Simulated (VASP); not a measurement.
# A VASP study of La5Ge3 (PBEsol): structure first, properties next, part 2 of 2

Aim: relax La5Ge3, then compute properties on the relaxed cell. Left out of this account: 1 further run (relaxation: it shows nothing beyond the runs told). The start is a computed cell from the Materials Project.

VASP 6.6.1; PBEsol; plane waves and PAW (La, Ge_d).

So far. Step 4 (Single point with fields (PBEsol)): In this run the pressure is 0.02 GPa, small enough to go on. Step 6 (Total and projected DOS (PBEsol)): The finer mesh and the other smearing move the Fermi level by +0.02 eV from the 3×3×4 run, a small shift, which tests the Fermi level alone. Of the states within 0.3 eV of the Fermi level, the largest shares in the PAW spheres are La d 33 % and La f 5 %. The rest lies in smaller channels or between the spheres.

**7. Optical spectrum (PBEsol)**

LOPTICS sums transitions from filled to empty bands. NBANDS is raised for it.

Input file INCAR:

```
SYSTEM = La5Ge3
PREC = Accurate
ENCUT = 410
EDIFF = 1E-06
NELM = 100
ISMEAR = 1
SIGMA = 0.2
LREAL = .FALSE.
ALGO = Normal
GGA = PS
NBANDS = 225
LASPH = .TRUE.
LORBIT = 11
LWAVE = .FALSE.
LCHARG = .FALSE.
KPAR = 8
LOPTICS = .TRUE.
NEDOS = 1500
CSHIFT = 0.1
```

Input file POSCAR:

```
La5Ge3
1.0
    8.9337803919      0.0000000000      0.0000000000
   -4.4668901959      7.7368807713      0.0000000000
    0.0000000000      0.0000000000      6.7174537308
La Ge
10 6
Direct
    0.6666666700      0.3333333300      0.0000000000
    0.3333333300      0.6666666700      0.0000000000
    0.3333333300      0.6666666700      0.5000000000
    0.6666666700      0.3333333300      0.5000000000
    0.7467885728      0.7467885728      0.7500000000
    0.2532114272      0.0000000000      0.7500000000
    0.0000000000      0.2532114272      0.7500000000
    0.2532114272      0.2532114272      0.2500000000
    0.7467885728      0.0000000000      0.2500000000
    0.0000000000      0.7467885728      0.2500000000
    0.3891162677      0.3891162677      0.7500000000
    0.6108837323      0.0000000000      0.7500000000
    0.0000000000      0.6108837323      0.7500000000
    0.6108837323      0.6108837323      0.2500000000
    0.3891162677      0.0000000000      0.2500000000
    0.0000000000      0.3891162677      0.2500000000
```

Input file KPOINTS:

```
Automatic mesh
0
Gamma
5 5 5
0 0 0
```

The projector-augmented-wave data sets are La and Ge_d (PBE family, release 64).

Command:

```console
> mpirun -np 8 vasp_std
```

Elapsed: 10 min, on 8 MPI ranks of AMD EPYC 7R43, shared host; peak memory 14 GiB; 79 min of CPU time.

Spin-orbit coupling is off here; with elements this heavy it splits and shifts levels by tenths of an eV or more. These are independent-particle spectra without excitons or local fields, and fine structure depends on the mesh and on CSHIFT. The intraband (Drude) part is not in this spectrum.

Numbers from this step:

- SCF cycles: 16
- bands: 225
- free energy (TOTEN): -94.2057 eV
- energy at zero smearing: -94.1882 eV
- Fermi energy: 7.613 eV
- pressure: 0.07087 GPa

The imaginary dielectric function has structure finer than the step of the table below, so its rows give means over 0.5 eV, whole bins alone (the curve runs from 0 to 25.0 eV). Peaks (eV: height): xx 0.17: 140; zz 0.23: 63.0.

Table of imaginary dielectric function by photon energy; means over each step:

```
photon energy (eV)      xx      zz
               0.5    54.6    45.5
               1.0    30.0    24.5
               1.5    24.5    21.0
               2.0    18.4    19.1
               2.5    15.8    16.4
               3.0    11.8    11.4
               3.5    9.16    10.7
               4.0    8.86    7.81
               4.5    9.74    8.03
               5.0    9.24    8.39
               5.5    7.65    6.65
               6.0    6.33    5.01
               6.5    4.03    3.30
               7.0    2.77    2.30
               7.5    2.11    1.88
               8.0    1.91    1.58
               8.5    1.65    1.57
               9.0    1.27    1.45
               9.5   0.980    1.27
              10.0   0.715   0.768
              10.5   0.523   0.686
              11.0   0.360   0.493
              11.5   0.229   0.392
              12.0   0.171   0.239
              12.5   0.128   0.204
              13.0  0.0943   0.160
              13.5  0.0772   0.114
              14.0  0.0689  0.0834
              14.5  0.0662  0.0759
              15.0  0.0834   0.118
              15.5   0.182   0.576
              16.0    1.19    1.47
              16.5    1.74    1.37
              17.0    1.75    1.89
              17.5    1.71    1.96
              18.0    1.20    1.63
              18.5    1.36    1.41
              19.0    1.54    1.69
              19.5    1.66    1.89
              20.0    1.68    1.62
              20.5    1.41    1.56
              21.0    1.39    1.42
              21.5    1.37    1.31
              22.0    1.32    1.21
              22.5   0.956   0.946
              23.0   0.658   0.688
              23.5   0.504   0.525
              24.0   0.472   0.375
              24.5   0.421   0.308
```

Real dielectric function against photon energy:

```
photon energy (eV)       xx       zz
               0.0      229      119
               0.5     5.50     18.8
               1.0     13.9     9.84
               1.5     4.07     8.25
               2.0     1.92     4.83
               2.5   -0.817   -0.714
               3.0    -1.63    -1.18
               3.5   -0.796   -0.748
               4.0    0.766    -1.74
               4.5   0.0774    0.347
               5.0    -1.89    -2.29
               5.5    -3.17    -3.56
               6.0    -4.39    -3.42
               6.5    -4.21    -3.54
               7.0    -3.33    -2.50
               7.5    -2.54    -2.02
               8.0    -2.06    -1.29
               8.5    -1.86    -1.01
               9.0    -1.65   -0.917
               9.5    -1.35    -1.17
              10.0    -1.12   -0.772
              10.5   -0.817   -0.513
              11.0   -0.568   -0.350
              11.5   -0.291   -0.184
              12.0  -0.0426   0.0857
              12.5    0.165    0.291
              13.0    0.377    0.483
              13.5    0.575    0.676
              14.0    0.780    0.901
              14.5     1.01     1.17
              15.0     1.30     1.56
              15.5     1.77     2.11
              16.0     2.59     2.06
              16.5     1.20     1.47
              17.0     1.32     1.50
              17.5    0.581    0.956
              18.0    0.628    0.445
              18.5    0.927    0.791
              19.0    0.809    0.992
              19.5    0.730    0.258
              20.0    0.124    0.259
              20.5    0.196    0.178
              21.0    0.123   -0.232
              21.5   0.0499  -0.0547
              22.0   -0.312   -0.371
              22.5   -0.427   -0.373
              23.0   -0.405   -0.434
              23.5   -0.129   -0.293
              24.0   -0.156   -0.230
              24.5  -0.0537   -0.124
```

**8. Volume scan with PBEsol, volume scale 0.94**

An equation of state needs energies on both sides of the minimum, all on one mesh and cutoff.

Input file INCAR:

```
SYSTEM = La5Ge3
PREC = Accurate
ENCUT = 410
EDIFF = 1E-06
NELM = 100
ISMEAR = 1
SIGMA = 0.2
LREAL = .FALSE.
ALGO = Normal
GGA = PS
NBANDS = 120
LASPH = .TRUE.
LORBIT = 11
LWAVE = .FALSE.
LCHARG = .FALSE.
KPAR = 4
NCORE = 2
ISIF = 2
```

POSCAR, as its differences from that of step 7:

```diff
@@ -2,5 +2,5 @@
 1.0
-    8.9337803919      0.0000000000      0.0000000000
-   -4.4668901959      7.7368807713      0.0000000000
-    0.0000000000      0.0000000000      6.7174537308
+    8.7514071702      0.0000000000      0.0000000000
+   -4.3757035851      7.5789409284      0.0000000000
+    0.0000000000      0.0000000000      6.5803243606
 La Ge
```

Input file KPOINTS:

```
Automatic mesh
0
Gamma
3 3 4
0 0 0
```

Command:

```console
> mpirun -np 8 vasp_std
```

It took 5.1 min on 8 MPI ranks; peak memory 2.7 GiB.

The scan keeps the cell's shape and the fractional positions fixed.

This step gave:

* SCF cycles: 23
* bands: 120
* irreducible k-points: 9
* free energy (TOTEN): -93.8675 eV
* energy at zero smearing: -93.8494 eV
* Fermi energy: 8.219 eV
* pressure: 3.940 GPa

Force by atom:

```
atom  x (eV/Å)  y (eV/Å)  z (eV/Å)    size
 La1    0.0000    0.0000    0.0000  0.0000
 La2    0.0000    0.0000    0.0000  0.0000
 La3    0.0000    0.0000    0.0000  0.0000
 La4    0.0000    0.0000    0.0000  0.0000
 La5    0.0101    0.0176    0.0000  0.0203
 La6   -0.0203    0.0000    0.0000  0.0203
 La7    0.0101   -0.0176    0.0000  0.0203
 La8   -0.0101   -0.0176    0.0000  0.0203
 La9    0.0203    0.0000    0.0000  0.0203
La10   -0.0101    0.0176    0.0000  0.0203
Ge11    0.0366    0.0634    0.0000  0.0733
Ge12   -0.0732    0.0000    0.0000  0.0732
Ge13    0.0366   -0.0634    0.0000  0.0733
Ge14   -0.0366   -0.0634    0.0000  0.0733
Ge15    0.0732    0.0000    0.0000  0.0732
Ge16   -0.0366    0.0634    0.0000  0.0733
```

The pressure here is 3.94 GPa.

**9. Volume scan with PBEsol, volume scale 0.96**

INCAR is that of step 8.

POSCAR, as its differences from that of step 8:

```diff
@@ -2,5 +2,5 @@
 1.0
-    8.7514071702      0.0000000000      0.0000000000
-   -4.3757035851      7.5789409284      0.0000000000
-    0.0000000000      0.0000000000      6.5803243606
+    8.8130388288      0.0000000000      0.0000000000
+   -4.4065194143      7.6323155103      0.0000000000
+    0.0000000000      0.0000000000      6.6266661999
 La Ge
```

KPOINTS is that of step 8.

Command:

```console
> mpirun -np 8 vasp_std
```

Wall time 5 min (8 MPI ranks); peak memory 2.7 GiB; 39 min of CPU time.

This step gave:

- free energy (TOTEN): -94.0625 eV
- energy at zero smearing: -94.0451 eV
- Fermi energy: 8.006 eV
- pressure: 2.517 GPa

The pressure falls from 3.94 to 2.52 GPa.

The run ends at a pressure of 2.52 GPa, with forces up to 0.048 eV/Å.

**10. Volume scan with PBEsol, volume scale 0.98**

INCAR is that of step 9.

POSCAR, as its differences from that of step 9:

```diff
@@ -2,5 +2,5 @@
 1.0
-    8.8130388288      0.0000000000      0.0000000000
-   -4.4065194143      7.6323155103      0.0000000000
-    0.0000000000      0.0000000000      6.6266661999
+    8.8738203276      0.0000000000      0.0000000000
+   -4.4369101638      7.6849538324      0.0000000000
+    0.0000000000      0.0000000000      6.6723687903
 La Ge
```

KPOINTS is that of step 9.

Command:

```console
> mpirun -np 8 vasp_std
```

Run time: 4.8 min. Hardware: 8 MPI ranks; peak memory 2.8 GiB.

The pressure falls from 2.52 to 1.22 GPa.

The run ends at a pressure of 1.22 GPa, with forces up to 0.025 eV/Å.

**11. Volume scan with PBEsol, volume scale 1**

INCAR is that of step 10.

POSCAR, as its differences from that of step 10:

```diff
@@ -2,5 +2,5 @@
 1.0
-    8.8738203276      0.0000000000      0.0000000000
-   -4.4369101638      7.6849538324      0.0000000000
-    0.0000000000      0.0000000000      6.6723687903
+    8.9337803919      0.0000000000      0.0000000000
+   -4.4668901959      7.7368807713      0.0000000000
+    0.0000000000      0.0000000000      6.7174537308
 La Ge
```

KPOINTS is that of step 10.

Command:

```console
> mpirun -np 8 vasp_std
```

The job ended after 5.1 min (8 MPI ranks; peak memory 2.8 GiB).

The pressure falls from 1.22 to 0.02 GPa.

The run ends at a pressure of 0.02 GPa, with forces up to 0.0068 eV/Å.

**12. Volume scan with PBEsol, volume scale 1.02**

INCAR is that of step 11.

POSCAR, as its differences from that of step 11:

```diff
@@ -2,5 +2,5 @@
 1.0
-    8.9337803919      0.0000000000      0.0000000000
-   -4.4668901959      7.7368807713      0.0000000000
-    0.0000000000      0.0000000000      6.7174537308
+    8.9929462247      0.0000000000      0.0000000000
+   -4.4964731123      7.7881198855      0.0000000000
+    0.0000000000      0.0000000000      6.7619414758
 La Ge
```

KPOINTS is that of step 11.

Command:

```console
> mpirun -np 8 vasp_std
```

It took 5.3 min on 8 MPI ranks; peak memory 2.8 GiB.

The pressure falls from 0.02 to -1.07 GPa.

The run ends at a pressure of -1.07 GPa, with forces up to 0.014 eV/Å.

**13. Volume scan with PBEsol, volume scale 1.04**

INCAR is that of step 12.

POSCAR, as its differences from that of step 12:

```diff
@@ -2,5 +2,5 @@
 1.0
-    8.9929462247      0.0000000000      0.0000000000
-   -4.4964731123      7.7881198855      0.0000000000
-    0.0000000000      0.0000000000      6.7619414758
+    9.0513436157      0.0000000000      0.0000000000
+   -4.5256718078      7.8386935097      0.0000000000
+    0.0000000000      0.0000000000      6.8058514171
 La Ge
```

KPOINTS is that of step 12.

Command:

```console
> mpirun -np 8 vasp_std
```

Wall time 5 min (8 MPI ranks); peak memory 2.8 GiB; 40 min of CPU time.

The pressure falls from -1.07 to -2.07 GPa.

The run ends at a pressure of -2.07 GPa, with forces up to 0.029 eV/Å.

**14. Volume scan with PBEsol, volume scale 1.06**

A prediction first. A parabola through the 6 pressures of evenly scaled cells so far, P = 0.02 -57.1 t +100 t² GPa with t = ln(V/V₁) and V₁ the volume at scale 1, gives -2.97 GPa at t = +0.0583.

INCAR is that of step 13.

POSCAR, as its differences from that of step 13:

```diff
@@ -2,5 +2,5 @@
 1.0
-    9.0513436157      0.0000000000      0.0000000000
-   -4.5256718078      7.8386935097      0.0000000000
-    0.0000000000      0.0000000000      6.8058514171
+    9.1089970403      0.0000000000      0.0000000000
+   -4.5544985201      7.8886228400      0.0000000000
+    0.0000000000      0.0000000000      6.8492019580
 La Ge
```

KPOINTS is that of step 13.

Command:

```console
> mpirun -np 8 vasp_std
```

Elapsed: 5.2 min, on 8 MPI ranks; peak memory 2.9 GiB.

The pressure falls from -2.07 to -2.98 GPa. The parabola predicted -2.97 GPa, +0.01 GPa off.

**15. Comparing the runs**

Times are for 8 MPI ranks of AMD EPYC 7R43, shared host. Results by setting:

```
no.  volume scale  energy above the lowest point (meV/atom)  pressure (GPa)     time  memory (GiB)
  1          0.94                                     22.25           3.940  5.1 min           2.7
  2          0.96                                     10.01           2.517    5 min           2.7
  3          0.98                                      2.77           1.216  4.8 min           2.8
  4             1                                         0         0.01912  5.1 min           2.8
  5          1.02                                      1.42          -1.069  5.3 min           2.8
  6          1.04                                      6.56          -2.069    5 min           2.8
  7          1.06                                     15.23          -2.983  5.2 min           2.9
```

**16. Fit for PBEsol**

This step: Birch-Murnaghan fit, PBEsol; plane waves and PAW (VASP 6.6.1).

Derived from the runs above.

This step gave:

```yaml
pressure_derivative_of_the_bulk_modulus: 3.473
r_m_s_error_of_the_fit: 1.08e-5 eV/atom
minimum_inside_the_sampled_range: yes
bulk_modulus: 56.49 GPa
equilibrium_volume_of_the_fit: 29.11 Å³/atom
```

Energy above the fitted minimum against volume:

```
volume (Å³/atom)  energy above the fitted minimum (eV/atom)
           27.28                                     0.0223
           27.86                                     0.0100
           28.44                                    0.00280
           29.02                                     3.7e-5
           29.60                                    0.00145
           30.18                                    0.00660
           30.76                                     0.0153
```

The fitted volume lies +0.30 % from the relaxed one. At a finite cutoff and mesh the minimum of the energy and the zero of the stress don't quite coincide, and the relaxation stops at a threshold. The atoms bear forces along the scan, since they were held; freeing them would lower the modulus.

**17. Outcome**

- relaxed volume: 29.02 Å³/atom
- relaxed conventional cell a, b, c: 8.934, 8.934, 6.717 Å; angles 90.0, 90.0, 120.0°
- space group after relaxing, within 0.02 Å: P6_3/mcm (No. 193)
- DOS at the Fermi level: 19.9 states/eV/cell
- bulk modulus from the fit: 56.5 GPa
- volume from the fit: 29.1 Å³/atom

With PBEsol, La5Ge3 relaxes to 29.02 Å³/atom in space group P6_3/mcm (held by the symmetry of the run) and has a bulk modulus of 56.5 GPa at fixed shape and positions, an upper bound. Not obtained: bands along the symmetry lines (PBEsol), because the run hit its time limit. Spin-orbit coupling is left out, and with elements this heavy it would split and shift bands near the Fermi level. The k-sampling is coarse for a metal, so the Fermi level, pressures and the shape of the cell carry errors. No search among competing phases was made, and a listed structure need not be the one stable at ambient conditions. All values are for a static lattice at zero temperature.

[Lines on the potential files, build, host, timing and source positions are cut from VASP's logs without a mark.]

[Logs are printed without paths, hosts, clocks, repeated set-up lines and the standing remarks that a program may print on its own settings, such as how far it seeks lower states.]

[Hosts, paths, dates, database ids (printed as entryN), source tags and the programs' standing remarks are cut or masked in the printed files.]

[A measured line is paired with the nearest computed mode of its activity, which favours agreement.]

[In band tables of VASP the shares of atoms and orbitals are scaled to a sum of 1 inside the atoms' spheres.]
